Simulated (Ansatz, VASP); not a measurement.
**Zr (Zirconium) in two plane-wave programs**

One calculation is typed for both programs; each brings its own data sets and cutoff. How far apart do they land? The cell is taken from a series of runs on this material, whose earlier steps may have relaxed, scaled, displaced or heated it; both programs get it as it stands.

Program: Ansatz 0.2.0. Level of theory: plane waves, with VASP 6.6.1 beside it; single point at PBEsol with D3(BJ). Results are calculated unless marked as measured.

## (1) The starting structure

The structure is hexagonal, space group P6_3/mmc (No. 194). Conventional cell: a = 3.116 Å, b = 3.116 Å, c = 5.038 Å, α = 90.00°, β = 90.00°, γ = 120.00°. Nearest to Zr lie 12 Zr at 3.10 to 3.12 Å.

## (2) VASP: single point, PBEsol with D3(BJ)

A single point gives forces, pressure and levels at one fixed geometry, so differences don't come from the geometry; what else differs is listed under the comparison.

Lines of VASP's logs that name or quote its potential files are left out, and so is its time.

INCAR reads:

```
SYSTEM = Zr
PREC = Accurate
ENCUT = 400
EDIFF = 1E-06
NELM = 100
ISMEAR = 1
SIGMA = 0.15
LREAL = .FALSE.
ALGO = Normal
GGA = PS
IVDW = 12
NBANDS = 18
LASPH = .TRUE.
LORBIT = 11
LWAVE = .FALSE.
LCHARG = .FALSE.
KPAR = 2
ISIF = 2
```

POSCAR reads:

```
Zr
1.0
    3.1162192500      0.0000000000      0.0000000000
   -1.5581096300      2.6987250400      0.0000000000
    0.0000000000      0.0000000000      5.0381971900
Zr
2
Direct
    0.6666666700      0.3333333300      0.7500000000
    0.3333333300      0.6666666700      0.2500000000
```

KPOINTS reads:

```
Automatic mesh
0
Gamma
16 16 10
0 0 0
```

The projector-augmented-wave data sets are Zr_sv (PBE family, release 64).

Launch:

```
$ mpirun -np 2 vasp_std
```

Numbers of over 12 decimals in the logs are rounded to 6 here.

The program printed:

```text
[banner, memory and clock lines left out]
running    2 mpi-ranks, on    1 nodes
 distrk:  each k-point on    1 cores,    2 groups
 distr:  one band on    1 cores,    1 groups

 POSCAR found type information on POSCAR Zr
 POSCAR found :  1 types and       2 ions
|                                                                             |
|               ----> ADVICE to this user running VASP <----                  |
|                                                                             |
|     You enforced a specific xc type in the INCAR file but a different       |
|     [... a line on the potential file left out ...]
|     I HOPE YOU KNOW WHAT YOU ARE DOING!                                     |
|                                                                             |

 LDA part: xc-table for (Slater+PW92), standard interpolation
 POSCAR, INCAR and KPOINTS ok, starting setup
 FFT: planning ... GRIDC
 FFT: planning ... GRID_SOFT
 FFT: planning ... GRID
 WAVECAR not read
 entering main loop
       N       E                     dE             d eps       ncg     rms          rms(c)
DAV:   1     0.180698344180E+03    0.18070E+03   -0.11877E+04  6520   0.111E+03
DAV:   2    -0.472145292606E+01   -0.18542E+03   -0.18246E+03  7640   0.345E+02
DAV:   3    -0.185138059346E+02   -0.13792E+02   -0.13713E+02 11652   0.658E+01
DAV:   4    -0.188027431002E+02   -0.28894E+00   -0.28866E+00  7564   0.102E+01
DAV:   5    -0.188108786153E+02   -0.81355E-02   -0.81318E-02  9482   0.119E+00    0.179E+01
DAV:   6    -0.182193387224E+02    0.59154E+00   -0.88405E-01  6974   0.756E+00    0.748E+00
DAV:   7    -0.181046044710E+02    0.11473E+00   -0.61894E-01  9450   0.543E+00    0.116E+00
DAV:   8    -0.181095841599E+02   -0.49797E-02   -0.39038E-02  8468   0.161E+00    0.261E-01
DAV:   9    -0.181097600960E+02   -0.17594E-03   -0.11351E-03  8232   0.312E-01    0.338E-02
DAV:  10    -0.181097302224E+02    0.29874E-04   -0.28951E-05  8766   0.390E-02    0.232E-02
DAV:  11    -0.181097314936E+02   -0.12712E-05   -0.87572E-06  7080   0.339E-02    0.363E-03
DAV:  12    -0.181097313302E+02    0.16344E-06   -0.28031E-07  3892   0.370E-03
   1 F= -.19376558E+02 E0= -.19377018E+02  d E =0.137801E-02
```

Parts of OUTCAR (step 2):

```text
ion  position               nearest neighbor table
   1  0.667  0.333  0.750-   2 3.10   2 3.10   2 3.10   2 3.10   2 3.10   2 3.10
   2  0.333  0.667  0.250-   1 3.10   1 3.10   1 3.10   1 3.10   1 3.10   1 3.10

  LATTYP: Found a hexagonal cell.
 ALAT       =     3.1162192500
 C/A-ratio  =     1.6167659544

 Subroutine GETGRP returns: Found 24 space group operations
 (whereof 12 operations were pure point group operations)

The static configuration has the point symmetry D_3d.
 The point group associated with its full space group is D_6h.

 Found    180 irreducible k-points:

   k-points           NKPTS =    180   k-points in BZ     NKDIM =    180   number of bands    NBANDS=     18

   dimension x,y,z NGX =    20 NGY =   20 NGZ =   36
   dimension x,y,z NGXF=    40 NGYF=   40 NGZF=   72

   ENCUT  =  400.0 eV  29.40 Ry    5.42 a.u.   5.08  5.08  8.22*2*pi/ulx,y,z

   NELECT =      24.0000    total number of electrons

 k-points in reciprocal lattice and weights: Automatic mesh
   0.00000000  0.00000000  0.00000000       0.000
   0.06250000 -0.00000000  0.00000000       0.002
   0.12500000 -0.00000000  0.00000000       0.002
   0.18750000 -0.00000000  0.00000000       0.002
   0.25000000 -0.00000000  0.00000000       0.002
   0.31250000 -0.00000000  0.00000000       0.002
   0.37500000 -0.00000000  0.00000000       0.002
   0.43750000  0.00000000  0.00000000       0.002
   0.50000000 -0.00000000  0.00000000       0.001
[...]
0.37500000  0.25000000  0.50000000       0.002
   0.31250000  0.31250000  0.50000000       0.002

 average (electrostatic) potential at core
       1 -73.0744       2 -73.0744

 E-fermi :   9.9658

 k-point     1 :       0.0000    0.0000    0.0000
  band No.  band energies     occupation
    ...
      6     -16.0067      2.00000
      7     -15.9872      2.00000
      8     -15.9872      2.00000
      9       4.1355      2.00000
     10       6.6468      2.00000
     11      10.8423     -0.00000
     12      10.8423     -0.00000
     13      10.8533     -0.00000
     14      11.4127     -0.00000
     15      11.5952     -0.00000
    ...

 k-point     2 :       0.0625   -0.0000    0.0000
  band No.  band energies     occupation
    ...
      6     -16.0270      2.00000
      7     -16.0128      2.00000
      8     -15.9922      2.00000
      9       4.2605      2.00000
     10       6.7637      2.00000
     11      10.4624     -0.00003
     12      10.9586     -0.00000
     13      11.1356     -0.00000
     14      11.1622     -0.00000
     15      11.4818     -0.00000
    ...

 k-point     3 :       0.1250   -0.0000    0.0000
  band No.  band energies     occupation
    ...
      7     -16.0318      2.00000
      8     -16.0073      2.00000
      9       4.6191      2.00000
     10       7.0839      2.00000
     11       9.9972      0.65485
     12      10.4651     -0.00003
     13      11.1502     -0.00000
     14      11.3030     -0.00000
     15      11.5414     -0.00000
     16      11.9419     -0.00000
    ...

 Edisp (eV)   -1.26683

  Total       0.34250     0.34250     0.36921    -0.00000     0.00000     0.00000
  in kB      12.95101    12.95101    13.96132    -0.00000     0.00000     0.00000
  external pressure =       13.29 kB  Pullay stress =        0.00 kB

  energy-cutoff  :      400.00
  volume of cell :       42.37
      direct lattice vectors                 reciprocal lattice vectors
     3.116219250  0.000000000  0.000000000     0.320901682  0.185272673  0.000000000
    -1.558109630  2.698725040  0.000000000     0.000000000  0.370545345  0.000000000
     0.000000000  0.000000000  5.038197190     0.000000000  0.000000000  0.198483696

 POSITION                                       TOTAL-FORCE (eV/Angst)
 -----------------------------------------------------------------------------------
      1.55811      0.89958      3.77865        -0.000000      0.000000      0.000000
     -0.00000      1.79915      1.25955         0.000000     -0.000000      0.000000
 -----------------------------------------------------------------------------------
    total drift:                               -0.000010      0.000006     -0.000000

  FREE ENERGIE OF THE ION-ELECTRON SYSTEM (eV)
  ---------------------------------------------------
  free  energy   TOTEN  =       -19.3765582482 eV

  energy  without entropy=      -19.3779362572  energy(sigma->0) =      -19.37701758

 total charge
# of ion       s       p       d       tot
------------------------------------------
    1        2.252   5.959   1.737   9.948
    2        2.252   5.959   1.737   9.948
--------------------------------------------------
tot          4.503  11.918   3.475  19.896

[... 3 further parts left out ...]
```

Dispersion corrections of this kind ignore metallic screening and tend to overbind metals.

## (3) Ansatz: single point, PBEsol with D3(BJ)

Ansatz runs on its default PAW (the set named soft_2) files.

The same cell, functional, mesh and smearing now go to Ansatz, which takes its cutoff from its data sets.

input.yaml reads:

```yaml
crystal:
  lattice:
    - [3.11621925, 0.0, 0.0]
    - [-1.55810963, 2.69872504, 0.0]
    - [0.0, 0.0, 5.03819719]
  atoms:
    - { symbol: Zr, position: [0.66666667, 0.33333333, 0.75] }
    - { symbol: Zr, position: [0.33333333, 0.66666667, 0.25] }
hamiltonian:
  xc: pbesol
  pseudopotentials: { kind: paw }
  dispersion: d3bj
kpoints:
  mp_grid: { grid: [16, 16, 10] }
scf:
  occupations: { method: methfessel_paxton, width: 0.15 }
  n_extra_bands: 4
output:
  forces: true
  stress: true
  eigenvalues: true
  write_density: true
  write_potential: true
  elf: true
  volumetric_format: npy
```

Launch:

```
$ ansatz run input.yaml --threads 2 --pin off --max-ram 4608MiB --backend cpu --events-out ev --progress --plain --runs-dir out
```

The program printed:

```text
scf.n_extra_bands = 4 over 12 filled bands (N_el = 24.0): the run solves 16 bands
Engine: ansatz 0.2.0, x86_64-unknown-linux-gnu
Pseudopotentials: kind: paw
Pseudopotential: Zr, paw, valence charge 12, recommended cutoff 420 eV (normal), Zr.paw.azcp
Functional definition: PBEsol
  exchange = pbesol_x
  correlation = pbesol_c
Crystal: 2 atoms, lattice volume = 42.370 Å³
Basis set: ecut = 420 eV, 833 PW (Γ), exchange–correlation on 48×48×72 points (8 copies of the dense FFT grid, shifted against one another)
Bands: 16, of which v1, the nominal top of the filled ones, is band 12 counted from 1 (11 counted from 0)
Symmetry: 24 space group operations
Space group: P63/mmc (ITA 194), of the structure as read, at distance tolerance 3.5e-5 Å
k-points: 180 of 2560
Non-local potential: Zr, projectors of the file, l = 0: 3, l = 1: 2, l = 2: 2, l = 3: 2
PAW form: soft (Blöchl's): semilocal exchange-correlation on the pseudo side does not see the compensation charge
PAW frozen core: Zr, regenerated for the run's functional, and the local potential with it (the file was generated under x = pbe(κ = 0.804, μ = 0.219515), c = pbe(β = 0.066725))
PAW one-centre angular grid: Zr, 590 points (default); XC on 64 Gauss nodes
Initial density: superposition of atomic densities (neutral atoms: chi_scale 0, normalization atom), corrected by the library's trained network
Initial wavefunctions: pseudopotential atomic-orbital guess
Functional: x = pbesol(κ = 0.804, μ = 0.123457), c = pbesol(β = 0.046)
SCF iter   1: F=—  HF=-8258.491440 eV  |F-HF|=—  |Δ(HF+E_count)|=         —  Δρ=3.78e-3  dr2=2.51e-3  ethr=1.77e-3  ⟨swp⟩=4.8  Hψ=12109  notcnv=0
preconditioner: auto → none  [metal: Δε(μ)=0.025 eV  Ē_g=3.403 eV  σ=0.150 eV  W_gap=0.14  n_scr=8 (ndim 8)  ℏωp=16.1 eV  f_vac=0.000  D(μ)=2.01/eV (n_scr^D=22)  sad-step TF]
SCF iter   2: F=—  HF=-8258.490461 eV  |F-HF|=—  |Δ(HF+E_count)|=   9.79e-4  S|Δr|=    0.00e0  Δρ=2.20e-3  dr2=8.42e-4  ethr=1.04e-5  ⟨swp⟩=2.8  Hψ=6265  notcnv=0
SCF iter   3: F=—  HF=-8258.490515 eV  |F-HF|=—  |Δ(HF+E_count)|=   5.38e-5  S|Δr|=    0.00e0  Δρ=3.14e-4  dr2=3.63e-5  ethr=3.51e-6  ⟨swp⟩=2.1  Hψ=3467  notcnv=0
SCF iter   4: F=—  HF=-8258.490494 eV  |F-HF|=—  |Δ(HF+E_count)|=   2.06e-5  S|Δr|=    0.00e0  Δρ=9.35e-5  dr2=1.47e-6  ethr=1.51e-7  ⟨swp⟩=2.5  Hψ=4691  notcnv=0
SCF iter   5: F=-8258.490494 eV  HF=-8258.490494 eV  |F-HF|=5.87e-8  |Δ(HF+E_count)|=   2.73e-7  S|Δr|=    0.00e0  Δρ=1.74e-5  dr2=8.10e-8  ethr=4.17e-10  ⟨swp⟩=6.0  Hψ=18398  notcnv=0
SCF 1 converged in 5 iterations: F = -8258.490494 eV  dr2 = 8.10e-8
  greatest PAW one-centre occupation: 0.997 electrons in one spin orbital (limit 2), on the Zr atom at site 1 (counted from 0), in its partial waves of l = 0
SCF converged after 5 iterations
Stability not checked: this state was not tested for a lower state beside it, because cold or Methfessel-Paxton smearing, or corrected tetrahedra, fill the levels in a way that the test cannot read (fill_not_monotonic; see scf.lower_state_search)
Free energy (F): -8258.490494 eV
Harris-Foulkes:  -8258.490494 eV  (|F-HF|=5.87e-8)
Internal energy: -8258.491866 eV  (E = F + TS)
E sigma→0 (E₀):  -8258.490837 eV
Entropy (-TS):   0.001372 eV (0.686 meV/atom)
Fermi energy:    15.477148 eV
--- Per-component energies (eV) ---
  E_band       = -155.254095
  E_kinetic    = 670.520675
  E_local      = -1167.371246  (includes V_loc(G=0)·N_el)
  E_nonlocal   = 165.294054
  E_hartree    = 361.530862
  E_xc         = -322.314383
  E_vxc        = -382.564911  (∫ρ·V_xc dr)
  E_paw        = -5800.912806  (= ΣΔE_a)
  E_vpaw       = -164.185367  (= ΣTr[D̂ρ^β])
  E_aug_tail   = 0.000048  (compensation charges beyond the density's cutoff)
  E_ewald      = -2164.303256
  E_disp       = -1.267257  (pairwise vdW)
  E_core_change = 0.331441  (= ΣΔE_core)
  E_smearing   = 0.001372  (= −TS)
  E_closure    = 0.000000  (closes the sum)
  Σ components = -8258.490494   (vs F -8258.490494, Δ=0.00e0)
--- Forces (eV/Å), atoms counted from 1 ---
  atom   1  Zr    -0.00000000     0.00000000    -0.00000000
  atom   2  Zr     0.00000000    -0.00000000     0.00000000
  max |Σ_I F_I| component: 9.25e-18 eV/Å
--- Stress (GPa, compression-positive) ---
        1.442626       0.000000       0.000000
        0.000000       1.442626       0.000000
        0.000000       0.000000       1.550844
  P = ⅓ Tr σ = 1.4787 GPa (14.787 kbar)
--- Band table (eV; the first three rows and the last of 180) ---
  k-point 0: bands = [... 8 lower, 9.6532, 12.1605, 16.3530, 16.3530, 16.3644, 16.9250, 17.1057, 17.1057]
  k-point 1: bands = [... 8 lower, 9.7454, 12.1659, 16.2949, 16.3080, 16.3080, 16.7452, 17.0381, 17.0381]
  k-point 2: bands = [... 8 lower, 10.0127, 12.1622, 16.1039, 16.2233, 16.2233, 16.3046, 16.8645, 16.8645]
  k-point 179: bands = [... 8 lower, 13.6652, 13.6652, 14.2478, 14.2478, 15.5347, 15.5347, 17.5994, 17.5994]
```

In the SCF lines HF is the Harris–Foulkes energy and dr2 the Hartree energy of the density residual, in eV; the loop may stop once dr2 is under the threshold and the program's other checks hold. Hψ counts applications of the Hamiltonian.

The run ends at a pressure of 1.48 GPa.

## (4) Comparison

Known differences besides the potentials themselves: the cutoff is 420 eV in Ansatz and 400 eV in VASP; Ansatz makes its cores anew for this functional, VASP keeps those of its PBE data sets. Total energies have different zeros and are not compared.

The two programs side by side:

| quantity | Ansatz | VASP | difference |
| --- | --- | --- | --- |
| pressure (GPa) | 1.48 | 1.33 | +0.15 |

## (5) What the set-up changes

Further runs change the set-up of one program: Ansatz's method, potentials or start, or VASP's data sets, cutoff or form of LDA. The table gives Ansatz less VASP for each quantity, since a change that brings one quantity closer may part another.

| run | pressure (GPa) |
| --- | --- |
| as above | 0.15 |
| VASP with the data sets Zr_sv_GW and a cutoff of 560 eV | 0.45 |

## (6) Summary of results

```json
{"difference in pressure (single point, PBEsol with D3(BJ))": "0.15 GPa"}
```

**Reading.** The difference in pressure is 0.15 GPa (single point, PBEsol with D3(BJ)), within the 1 GPa picked in this series as the mark of a large difference. Single point, PBEsol with D3(BJ), VASP with the data sets Zr_sv_GW and a cutoff of 560 eV: the difference in pressure goes from 0.15 to 0.45 GPa. How closely two codes agree says nothing of how well the functional describes the real material.

[Lines on the potential files, build, host, timing and source positions are cut from VASP's logs without a mark.]

[Logs are printed without paths, hosts, clocks, repeated set-up lines and the standing remarks that a program may print on its own settings, such as how far it seeks lower states.]

[Hosts, paths, dates, database ids (printed as entryN), source tags and the programs' standing remarks are cut or masked in the printed files.]
